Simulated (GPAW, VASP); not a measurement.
Given: the input of a run of GPAW 26.7.0 (ASE script) on GaSb3. Atoms were shifted at random by some hundredths of an Å from the given cell, which wasn't relaxed again for these runs. The cell comes from a database or a generator and needn't be the stable form of this composition.

Contents of run.py:

```python
from ase import Atoms
from ase.dft.bandgap import bandgap
from ase.io import write
from ase.units import GPa
from gpaw import GPAW, PW, setup_paths

setup_paths.insert(0, '.')

atoms = Atoms(['Sb', 'Sb', 'Sb', 'Ga'],
              cell=[[0.0, 3.730595, 3.730595],
                    [3.730595, 0.0, 3.730595],
                    [3.730595, 3.730595, 0.0]],
              scaled_positions=[[0.500308, 0.503498, 0.49744],
                                [0.754194, 0.753279, 0.750129],
                                [0.241854, 0.264921, 0.252363],
                                [0.006851, 0.004168, -0.005593]],
              pbc=True)

calc = GPAW(mode=PW(600),
            xc='PBEsol',
            kpts={'size': (6, 6, 6), 'gamma': True},
            occupations={'name': 'fermi-dirac', 'width': 0.05},
            nbands=38,
            convergence={'density': 1e-05, 'energy': 1e-05},
            maxiter=150,
            txt='gpaw.txt')
atoms.calc = calc
energy = atoms.get_potential_energy()
forces = atoms.get_forces()
stress = atoms.get_stress()
calc.write('gs.gpw')
write('result.traj', atoms)
print(f'Energy: {energy:.6f} eV')
print('Forces (eV/A):')
print(forces.round(4))
print('Stress (GPa):', (stress / GPa).round(3))
print('Fermi level:', round(calc.get_fermi_level(), 4), 'eV')
print(f'Gap: {bandgap(calc)[0]:.4f} eV, direct: {bandgap(calc, direct=True)[0]:.4f} eV')
```

Potentials or basis: PAW data sets generated in the run's folder for this functional, pw.

Run with:

```bash
$ gpaw-setup -f PBEsol Ga Sb
$ OMP_NUM_THREADS=1 python run.py
```

Problem. What does the same run look like in VASP 6.6.1? Potentials or basis there: PBE PAW files Ga_d, Sb, 520 eV.

Solution. As run (cutoffs and basis follow the program's own potentials, and thresholds, step limits or extra output files can differ):

File INCAR:

```
ALGO = Normal ; EDIFF = 1E-7
ENCUT = 520 ; GGA = PS
ISIF = 2 ; ISMEAR = -1
LASPH = True ; LCHARG = False
LREAL = False ; LWAVE = False
NBANDS = 22 ; NELM = 60
PREC = Accurate ; SIGMA = 0.05
```

KPOINTS

```
k-points
0
Gamma
  6 6 6
```

File POSCAR:

```
GaSb3
1.0
    0.0000000000      3.7305950000      3.7305950000
    3.7305950000      0.0000000000      3.7305950000
    3.7305950000      3.7305950000      0.0000000000
Sb Ga
3 1
Direct
    0.5003080000      0.5034980000      0.4974400000
    0.7541940000      0.7532790000      0.7501290000
    0.2418540000      0.2649210000      0.2523630000
    0.0068510000      0.0041680000     -0.0055930000
```

Potentials or basis: VASP PAW PBE potentials, release 64 (Sb, Ga_d).

Launch:

```sh
$ cat potpaw_PBE.64/Sb/POTCAR potpaw_PBE.64/Ga_d/POTCAR > POTCAR
$ mpirun -np 1 vasp_std > vasp.out
```

Both were run:

|  | GPAW | VASP |
| --- | --- | --- |
| Pressure | -3.7 GPa | -3.4 GPa |

The potentials hold 48 and 28 valence electrons a cell.

VASP's potentials were made for PBE.

Pressure is positive in compression.
